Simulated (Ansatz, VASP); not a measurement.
# TaSb4Au: VASP beside Ansatz

The input INCAR:

```
SYSTEM = TaSb4Au
ALGO = Normal
EDIFF = 1E-6
ENCUT = 520
GGA = PE
ISIF = 2
ISMEAR = 0
LASPH = .True.
LCHARG = .False.
LREAL = .False.
LWAVE = .False.
NBANDS = 30
NELM = 80
PREC = Accurate
SIGMA = 0.1
```

The input KPOINTS:

```
k-points
0
Gamma
  4 4 4
  0 0 0
```

POSCAR

```
TaSb4Au
1.0
    0.0000000000      4.1340129100      4.1340129100
    4.1340129100      0.0000000000      4.1340129100
    4.1340129100      4.1340129100      0.0000000000
Ta Sb Au
1 4 1
Direct
    0.7500000000      0.7500000000      0.7500000000
    0.3748045600      0.3748045600      0.8755863300
    0.8755863300      0.3748045600      0.3748045600
    0.3748045600      0.3748045600      0.3748045600
    0.3748045600      0.8755863300      0.3748045600
    0.0000000000      0.0000000000      0.0000000000
```

Input for Ansatz:

```yaml
crystal:
  lattice:
    - [0.0, 4.13401291, 4.13401291]
    - [4.13401291, 0.0, 4.13401291]
    - [4.13401291, 4.13401291, 0.0]
  atoms:
    - { symbol: Ta, position: [0.75, 0.75, 0.75] }
    - { symbol: Sb, position: [0.37480456, 0.37480456, 0.87558633] }
    - { symbol: Sb, position: [0.87558633, 0.37480456, 0.37480456] }
    - { symbol: Sb, position: [0.37480456, 0.37480456, 0.37480456] }
    - { symbol: Sb, position: [0.37480456, 0.87558633, 0.37480456] }
    - { symbol: Au, position: [0.0, 0.0, 0.0] }
basis:
  ecutwfc: 420
kpoints:
  mp_grid: { grid: [4, 4, 4] }
hamiltonian:
  xc: pbe
scf:
  occupations: { method: gaussian, width: 0.1 }
  lower_state_search: "off"
output:
  forces: true
  stress: true
  eigenvalues: true
```

Change from the starting cell: species swapped into the ErInCu4 type (F-43m, No. 216).

Alike in both runs: task single point; functional PBE; k mesh 4 × 4 × 4; occupations gaussian, width 0.1 eV; no spin polarisation.

```csv
,VASP,Ansatz
version,VASP 6.6.1,Ansatz 0.2.0
potentials or method,"VASP PAW PBE potentials, release 64 (Ta_pv, Sb, Au)","scalar-relativistic, plane waves, PAW"
plane-wave cutoff (eV),520,420
valence electrons in the cell,42,92
```

|  | VASP | Ansatz | Ansatz less VASP |
| --- | --- | --- | --- |
| gap on the k mesh at the Fermi level (eV) | none | none | - |
| pressure (GPa) | 6.7 | 6.6 | -0.09 |
| rms of the force components (eV/Å) | 0.119 | 0.119 | +0.0002 |

Atom by atom the forces differ by 0.000 eV/Å (rms over components). A gap of «none» marks a metal or a gap that the smearing closes. With one functional, cell and mesh, what is left measures potentials, basis and numerics. The two sets of potentials don't hold the same shells in valence.

Spin-orbit coupling is left out, which matters for the levels of Au, Sb, Ta.
